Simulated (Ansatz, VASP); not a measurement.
# Ti (Titanium): VASP beside Ansatz

Wanted: the spread between two codes on one cell, functional and k mesh. The cell is taken from a series of VASP runs on this material, whose earlier steps may have relaxed, scaled or displaced it; both programs get it as it stands.

Main program and level: Ansatz 0.2.0; plane waves, with VASP 6.6.1 beside it; band structure at PBEsol.

This is not the structure that Ti takes at ambient pressure and room temperature (hexagonal, No. 194); it is a model or a phase of other conditions.

### Step 1. The structure

The structure is cubic, space group Im-3m (No. 229). The conventional cell has a = 3.192 Å, b = 3.192 Å, c = 3.192 Å, α = 90.00°, β = 90.00°, γ = 90.00°. Ti has 8 Ti at 2.76 Å nearest.

Coordinates:

```xyz
1
Lattice="-1.5960 1.5960 1.5960 1.5960 -1.5960 1.5960 1.5960 1.5960 -1.5960" Properties=species:S:1:pos:R:3 pbc="T T T"
Ti    0.0000    0.0000    0.0000
```

### Step 2. VASP: band structure, PBEsol

A single point gives forces, pressure and levels at one fixed geometry, so differences don't come from the geometry; what else differs is listed under the comparison.

Lines of VASP's logs that name or quote its potential files are left out, and so is its time.

INCAR reads:

```
SYSTEM = Ti
PREC = Accurate
ENCUT = 400
EDIFF = 1E-06
NELM = 100
ISMEAR = -1
SIGMA = 0.05
LREAL = .FALSE.
ALGO = Normal
GGA = PS
NBANDS = 17
LASPH = .TRUE.
LORBIT = 11
LWAVE = .FALSE.
LCHARG = .FALSE.
KPAR = 2
```

POSCAR reads:

```
Ti
1.0
   -1.5960182638      1.5960182638      1.5960182638
    1.5960182638     -1.5960182638      1.5960182638
    1.5960182638      1.5960182638     -1.5960182638
Ti
1
Direct
    0.0000000000      0.0000000000      0.0000000000
```

KPOINTS reads:

```
Automatic mesh
0
Gamma
8 8 8
0 0 0
```

KPOINTS_OPT reads:

```
Line mode
16
Line-mode
Reciprocal
  0.00000000   0.00000000   0.00000000 GAMMA
  0.50000000  -0.50000000   0.50000000 H

  0.50000000  -0.50000000   0.50000000 H
  0.00000000   0.00000000   0.50000000 N

  0.00000000   0.00000000   0.50000000 N
  0.00000000   0.00000000   0.00000000 GAMMA

  0.00000000   0.00000000   0.00000000 GAMMA
  0.25000000   0.25000000   0.25000000 P

  0.25000000   0.25000000   0.25000000 P
  0.50000000  -0.50000000   0.50000000 H

  0.25000000   0.25000000   0.25000000 P
  0.00000000   0.00000000   0.50000000 N
```

The projector-augmented-wave data sets are Ti_sv (PBE family, release 64).

The run is started by

```console
> mpirun -np 2 vasp_std
```

Numbers of over 12 decimals in the logs are rounded to 6 here.

Log:

```text
[banner, memory and clock lines left out]
running    2 mpi-ranks, on    1 nodes
 distrk:  each k-point on    1 cores,    2 groups
 distr:  one band on    1 cores,    1 groups

 POSCAR found type information on POSCAR Ti
 POSCAR found :  1 types and       1 ions
|                                                                             |
|               ----> ADVICE to this user running VASP <----                  |
|                                                                             |
|     You enforced a specific xc type in the INCAR file but a different       |
|     [... a line on the potential file left out ...]
|     I HOPE YOU KNOW WHAT YOU ARE DOING!                                     |
|                                                                             |

 LDA part: xc-table for (Slater+PW92), standard interpolation
 POSCAR, INCAR and KPOINTS ok, starting setup
 FFT: planning ... GRIDC
 FFT: planning ... GRID_SOFT
 FFT: planning ... GRID
 WAVECAR not read
 entering main loop
       N       E                     dE             d eps       ncg     rms          rms(c)
DAV:   1     0.764055795305E+02    0.76406E+02   -0.48845E+03  1002   0.727E+02
DAV:   2    -0.601440762960E+01   -0.82420E+02   -0.78680E+02  1105   0.208E+02
DAV:   3    -0.923176886412E+01   -0.32174E+01   -0.31984E+01  1106   0.438E+01
DAV:   4    -0.928137390427E+01   -0.49605E-01   -0.49585E-01  1149   0.494E+00
DAV:   5    -0.928216838796E+01   -0.79448E-03   -0.79444E-03  1116   0.537E-01    0.922E+00
DAV:   6    -0.823706824114E+01    0.10451E+01   -0.11286E+00  1037   0.156E+01    0.231E+00
DAV:   7    -0.822886903639E+01    0.81992E-02   -0.89482E-02  1240   0.248E+00    0.137E+00
DAV:   8    -0.823927917136E+01   -0.10410E-01   -0.50535E-02  1004   0.212E+00    0.269E-01
DAV:   9    -0.823819528545E+01    0.10839E-02   -0.34614E-03  1168   0.632E-01    0.107E-01
DAV:  10    -0.823836857081E+01   -0.17329E-03   -0.28379E-04  1039   0.114E-01    0.198E-02
DAV:  11    -0.823836836585E+01    0.20495E-06   -0.12705E-05  1192   0.220E-02    0.855E-03
DAV:  12    -0.823836840327E+01   -0.37411E-07   -0.16640E-06  1257   0.101E-02
   1 F= -.82383684E+01 E0= -.82297401E+01  d E =-.172566E-01
 Start KPOINTS_OPT (optional k-point list driver)
k-point batch [1-29\96]
       N       E                     dE             ncg
DAV:   1    -0.355092029587E+04   -0.16065E+05     1010
DAV:   2    -0.599067429615E+04   -0.24398E+04     1113
DAV:   3    -0.608494189585E+04   -0.94268E+02     1095
DAV:   4    -0.608609859754E+04   -0.11567E+01     1161
DAV:   5    -0.608611715949E+04   -0.18562E-01     1117
DAV:   6    -0.608611771567E+04   -0.55618E-03     1146
DAV:   7    -0.608611773671E+04   -0.21043E-04      961
DAV:   8    -0.608611773750E+04   -0.79424E-06      812
[...]
k-point batch [88-96\96]
       N       E                     dE             ncg
DAV:   1     0.102442894872E+05   -0.55758E+04      322
DAV:   2     0.948939803756E+04   -0.75489E+03      324
DAV:   3     0.946400852973E+04   -0.25390E+02      380
DAV:   4     0.946379259051E+04   -0.21594E+00      320
DAV:   5     0.946379079635E+04   -0.17942E-02      343
DAV:   6     0.946379077273E+04   -0.23620E-04      351
DAV:   7     0.946379077236E+04   -0.36902E-06      319
```

From OUTCAR (step 2):

```text
ion  position               nearest neighbor table
   1  0.000  0.000  0.000-

  LATTYP: Found a body centered cubic cell.
 ALAT       =     3.1920365276

 Subroutine GETGRP returns: Found 48 space group operations
 (whereof 48 operations were pure point group operations)

The static configuration has the point symmetry O_h .

 Found     29 irreducible k-points:

   k-points           NKPTS =     29   k-points in BZ     NKDIM =     29   number of bands    NBANDS=     17

   dimension x,y,z NGX =    18 NGY =   18 NGZ =   18
   dimension x,y,z NGXF=    36 NGYF=   36 NGZF=   36

   ENCUT  =  400.0 eV  29.40 Ry    5.42 a.u.   4.51  4.51  4.51*2*pi/ulx,y,z

   NELECT =      12.0000    total number of electrons

 k-points in reciprocal lattice and weights: Automatic mesh
   0.00000000  0.00000000  0.00000000       0.002
   0.12500000  0.00000000  0.00000000       0.023
   0.25000000  0.00000000  0.00000000       0.023
   0.37500000  0.00000000  0.00000000       0.023
   0.50000000  0.00000000  0.00000000       0.012
   0.12500000  0.12500000  0.00000000       0.047
   0.25000000  0.12500000  0.00000000       0.094
   0.37500000  0.12500000  0.00000000       0.094
   0.25000000  0.25000000  0.00000000       0.047
[...]
0.50000000  0.50000000  0.37500000       0.023
   0.50000000  0.50000000  0.50000000       0.002

 average (electrostatic) potential at core
       1 -71.3342

 E-fermi :   8.6455

 k-point     1 :       0.0000    0.0000    0.0000
  band No.  band energies     occupation
      1     -47.5089      2.00000
      2     -23.3804      2.00000
      3     -23.3804      2.00000
      4     -23.3804      2.00000
      5       2.5955      2.00000
      6       9.6966      0.00000
      7       9.6966      0.00000
      8       9.6966      0.00000
      9      11.6186      0.00000
     10      11.6186      0.00000
    ...

 k-point     2 :       0.1250    0.0000    0.0000
  band No.  band energies     occupation
      1     -47.4828      2.00000
      2     -23.5090      2.00000
      3     -23.4194      2.00000
      4     -23.3813      2.00000
      5       3.1542      2.00000
      6       9.4416      0.00000
      7       9.5925      0.00000
      8      10.1163      0.00000
      9      11.3693      0.00000
     10      11.6383      0.00000
    ...

 k-point     3 :       0.2500    0.0000    0.0000
  band No.  band energies     occupation
      1     -47.4205      2.00000
      2     -23.8117      2.00000
      3     -23.5125      2.00000
      4     -23.3837      2.00000
      5       4.5666      2.00000
      6       8.8792      0.01849
      7       9.1301      0.00012
      8      11.2455      0.00000
      9      11.3037      0.00000
     10      11.7323      0.00000
    ...

  Total        0.1067171      0.1067171      0.1067171      0.0000000      0.0000000      0.0000000
  in kB       10.5140790     10.5140790     10.5140790      0.0000000      0.0000000      0.0000000
  external PRESSURE =      10.5140790 kB  Pullay stress =       0.0000000 kB

  energy-cutoff  :      400.00
  volume of cell :       16.26
      direct lattice vectors                 reciprocal lattice vectors
    -1.596018264  1.596018264  1.596018264     0.000000000  0.313279623  0.313279623
     1.596018264 -1.596018264  1.596018264     0.313279623  0.000000000  0.313279623
     1.596018264  1.596018264 -1.596018264     0.313279623  0.313279623  0.000000000

 POSITION                                       TOTAL-FORCE (eV/Angst)
 -----------------------------------------------------------------------------------
      0.00000      0.00000      0.00000        -0.000000      0.000000     -0.000000
 -----------------------------------------------------------------------------------
    total drift:                                0.000000     -0.000000      0.000000

  FREE ENERGIE OF THE ION-ELECTRON SYSTEM (eV)
  ---------------------------------------------------
  free  energy   TOTEN  =        -8.2383684033 eV

  energy  without entropy=       -8.2211118051  energy(sigma->0) =       -8.22974010

 total charge
# of ion       s       p       d       tot
------------------------------------------
    1        2.256   6.123   1.969  10.348

[... 3 further parts left out ...]
```

The run ends at a pressure of 1.05 GPa.

### Step 3. Ansatz: band structure, PBEsol

Ansatz runs on its default PAW (the set named soft_2) files.

The same cell, functional, mesh and smearing now go to Ansatz, which takes its cutoff from its data sets.

input.yaml reads:

```yaml
crystal:
  lattice:
    - [-1.5960182638, 1.5960182638, 1.5960182638]
    - [1.5960182638, -1.5960182638, 1.5960182638]
    - [1.5960182638, 1.5960182638, -1.5960182638]
  atoms:
    - { symbol: Ti, position: [0.0, 0.0, 0.0] }
hamiltonian:
  xc: pbesol
  pseudopotentials: { kind: paw }
kpoints:
  mp_grid: { grid: [8, 8, 8] }
  band_path:
    path:
      - [0.0, 0.0, 0.0]
      - [0.1, -0.1, 0.1]
      - [0.2, -0.2, 0.2]
      - [0.3, -0.3, 0.3]
      - [0.43333, -0.43333, 0.43333]
      - [0.5, -0.5, 0.5]
      - [0.4, -0.4, 0.5]
      - [0.3, -0.3, 0.5]
      - [0.16667, -0.16667, 0.5]
      - [0.06667, -0.06667, 0.5]
      - [0.0, 0.0, 0.5]
      - [0.0, 0.0, 0.36667]
      - [0.0, 0.0, 0.26667]
      - [0.0, 0.0, 0.16667]
      - [0.0, 0.0, 0.06667]
      - [0.01667, 0.01667, 0.01667]
      - [0.06667, 0.06667, 0.06667]
      - [0.11667, 0.11667, 0.11667]
      - [0.16667, 0.16667, 0.16667]
      - [0.23333, 0.23333, 0.23333]
      - [0.26667, 0.2, 0.26667]
      - [0.31667, 0.05, 0.31667]
      - [0.38333, -0.15, 0.38333]
      - [0.43333, -0.3, 0.43333]
      - [0.48333, -0.45, 0.48333]
      - [0.23333, 0.23333, 0.26667]
      - [0.16667, 0.16667, 0.33333]
      - [0.11667, 0.11667, 0.38333]
      - [0.06667, 0.06667, 0.43333]
      - [0.0, 0.0, 0.5]
    npoints: 1
scf:
  occupations: { method: fermi_dirac, width: 0.05 }
  n_extra_bands: 6
output:
  forces: true
  stress: true
  eigenvalues: true
  write_density: true
  write_potential: true
  elf: true
  volumetric_format: npy
```

The run is started by

```console
> ansatz run input.yaml --threads 2 --pin off --max-ram 4608MiB --backend cpu --events-out ev --progress --plain --runs-dir out
```

Log:

```text
scf.n_extra_bands = 6 over 6 filled bands (N_el = 12.0): the run solves 12 bands
Engine: ansatz 0.2.0, aarch64-unknown-linux-gnu
Pseudopotentials: kind: paw
Pseudopotential: Ti, paw, valence charge 12, recommended cutoff 420 eV (normal), Ti.paw.azcp
Functional definition: PBEsol
  exchange = pbesol_x
  correlation = pbesol_c
Crystal: 1 atoms, lattice volume = 16.262 Å³
Basis set: ecut = 420 eV, 321 PW (Γ), exchange–correlation on 40×40×40 points (8 copies of the dense FFT grid, shifted against one another)
Bands: 12, of which v1, the nominal top of the filled ones, is band 6 counted from 1 (5 counted from 0)
Symmetry: 48 space group operations
Space group: Im-3m (ITA 229), of the structure as read, at distance tolerance 2.5e-5 Å
k-points: 29 of 512
Non-local potential: Ti, projectors of the file, l = 0: 3, l = 1: 2, l = 2: 3, l = 3: 1
PAW form: soft (Blöchl's): semilocal exchange-correlation on the pseudo side does not see the compensation charge
PAW frozen core: Ti, regenerated for the run's functional, and the local potential with it (the file was generated under x = pbe(κ = 0.804, μ = 0.219515), c = pbe(β = 0.066725))
PAW one-centre angular grid: Ti, 590 points (default); XC on 64 Gauss nodes
Initial density: superposition of atomic densities (neutral atoms: chi_scale 0, normalization atom), corrected by the library's trained network
Initial wavefunctions: pseudopotential atomic-orbital guess
Functional: x = pbesol(κ = 0.804, μ = 0.123457), c = pbesol(β = 0.046)
SCF iter   1: F=—  HF=-2473.803469 eV  |F-HF|=—  |Δ(HF+E_count)|=         —  Δρ=5.49e-3  dr2=2.96e-3  ethr=1.77e-3  ⟨swp⟩=4.7  Hψ=1705  notcnv=0
preconditioner: auto → none  [metal: Δε(μ)=0.019 eV  Ē_g=7.653 eV  σ=0.050 eV  W_gap=0.09  n_scr=0 (ndim 8)  ℏωp=18.4 eV  f_vac=0.000  D(μ)=2.10/eV (n_scr^D=42)]
SCF iter   2: F=—  HF=-2473.802338 eV  |F-HF|=—  |Δ(HF+E_count)|=   1.13e-3  Δρ=1.44e-3  dr2=2.76e-4  ethr=2.47e-5  ⟨swp⟩=3.0  Hψ=883  notcnv=0  defer=26
SCF iter   3: F=—  HF=-2473.802293 eV  |F-HF|=—  |Δ(HF+E_count)|=   4.51e-5  Δρ=7.81e-4  dr2=4.00e-5  ethr=2.30e-6  ⟨swp⟩=2.3  Hψ=417  notcnv=0  defer=26
SCF iter   4: F=—  HF=-2473.802296 eV  |F-HF|=—  |Δ(HF+E_count)|=   3.11e-6  Δρ=1.10e-4  dr2=8.00e-7  ethr=3.33e-7  ⟨swp⟩=1.0  Hψ=319  notcnv=0  defer=26
iter 5 did not close the SCF: its close was put off for the readings that it lacked (scf_convergence_deferred on its scf_iter line)
SCF iter   5: F=-2473.802296 eV  HF=-2473.802296 eV  |F-HF|=2.26e-10  |Δ(HF+E_count)|=   1.20e-7  Δρ=7.85e-6  dr2=3.34e-9  ethr=6.67e-9  ⟨swp⟩=1.0  Hψ=319  notcnv=0  defer=26
SCF iter   6: F=-2473.802296 eV  HF=-2473.802296 eV  |F-HF|=3.91e-11  |Δ(HF+E_count)|=  2.40e-10  Δρ=8.01e-7  dr2=6.00e-11  ethr=2.79e-11  ⟨swp⟩=5.5  Hψ=1646  notcnv=0
SCF 1 converged in 6 iterations: F = -2473.802296 eV  dr2 = 6.00e-11
  greatest PAW one-centre occupation: 0.999 electrons in one spin orbital (limit 2), on the Ti atom at site 0 (counted from 0), in its partial waves of l = 0
NSCF: frozen V_eff on 30 k-points
SCF converged after 6 iterations
Free energy (F): -2473.802296 eV
Harris-Foulkes:  -2473.802296 eV  (|F-HF|=3.91e-11)
Internal energy: -2473.785070 eV  (E = F + TS)
E sigma→0 (E₀):  -2473.793683 eV
Entropy (-TS):   -0.017226 eV (-17.226 meV/atom)
Fermi energy:    14.032446 eV
--- Per-component energies (eV) ---
  E_band       = -143.453534
  E_kinetic    = 274.132261
  E_local      = -777.527808  (includes V_loc(G=0)·N_el)
  E_nonlocal   = 9.851193
  E_hartree    = 321.696703
  E_xc         = -97.141854
  E_vxc        = -122.099055  (∫ρ·V_xc dr)
  E_paw        = -1022.910904  (= ΣΔE_a)
  E_vpaw       = -171.203413  (= ΣTr[D̂ρ^β])
  E_aug_tail   = 0.000131  (compensation charges beyond the density's cutoff)
  E_ewald      = -1182.024176
  E_core_change = 0.139384  (= ΣΔE_core)
  E_smearing   = -0.017226  (= −TS)
  E_closure    = -0.000000  (closes the sum)
  Σ components = -2473.802296   (vs F -2473.802296, Δ=0.00e0)
--- Forces (eV/Å), atoms counted from 1 ---
  atom   1  Ti    -0.00000000     0.00000000     0.00000000
  max |Σ_I F_I| component: 7.40e-32 eV/Å
--- Stress (GPa, compression-positive) ---
        2.076891       0.000000      -0.000000
        0.000000       2.076891      -0.000000
        0.000000       0.000000       2.076891
  P = ⅓ Tr σ = 2.0769 GPa (20.769 kbar)
--- Band table (eV; the first three rows and the last of 29) ---
  k-point 0: bands = [... 2 lower, -17.9634, -17.9634, 7.9897, 15.0902, 15.0902, 15.0902, 17.0179, 17.0179, ... 2 higher]
  k-point 1: bands = [... 2 lower, -18.0027, -17.9644, 8.5450, 14.8341, 14.9848, 15.5109, 16.7672, 17.0370, ... 2 higher]
  k-point 2: bands = [... 2 lower, -18.0964, -17.9669, 9.9544, 14.2691, 14.5188, 16.6434, 16.7018, 17.1315, ... 2 higher]
  k-point 28: bands = [... 2 lower, -18.5389, -18.5389, 11.7040, 11.7040, 18.3313, 18.3313, 18.3313, 22.9358, ... 2 higher]
```

Elapsed: 0.56 s, on 2 threads of Arm Neoverse V1, shared host; peak memory 0.25 GiB.

Reading the cycles: dr2 is the Hartree energy of the density residual (eV), the measure of convergence; HF is the Harris–Foulkes estimate of the energy, which meets the free energy F at convergence.

### Step 4. Differences

Known differences besides the potentials themselves: the cutoff is 420 eV in Ansatz and 400 eV in VASP; Ansatz makes its cores anew for this functional, VASP keeps those of its PBE data sets. Total energies have different zeros and are not compared.

Both answers:

```
      quantity  Ansatz  VASP  difference
pressure (GPa)    2.08  1.05       +1.03
```

Levels from 3 eV below to 2 eV above the Fermi level differ by 4 meV r.m.s. and 9 meV at most; each VASP level is matched to the nearest of Ansatz, which flatters the figure a little.

### Step 5. Other set-ups

Further runs change the set-up of one program: Ansatz's method, potentials or start, or VASP's data sets, cutoff or form of LDA. The table gives Ansatz less VASP for each quantity, since a change that brings one quantity closer may part another.

```csv
run,pressure (GPa)
as above,1.0
cores kept as stored,1.0
Ansatz's all-electron LAPW method,1.0
Ansatz's larger PAW set (cutoff 910 eV),1.0
norm-conserving potentials (cutoff 1143 eV),1.1
```

### Step 6. What came out

```yaml
difference_in_pressure_band_structure_pbesol: 1.0 GPa
```

What this shows: The difference in pressure is 1.0 GPa (band structure, PBEsol), at about the 1 GPa picked in this series as the mark of a large difference. For band structure, PBEsol, no further run moves any of the tabulated differences by more than a quarter of its size. How closely two codes agree says nothing of how well the functional describes the real material.

[Lines on the potential files, build, host, timing and source positions are cut from VASP's logs without a mark.]

[Logs are printed without paths, hosts, clocks, repeated set-up lines and the standing remarks that a program may print on its own settings, such as how far it seeks lower states.]

[Hosts, paths, dates, database ids (printed as entryN), source tags and the programs' standing remarks are cut or masked in the printed files.]
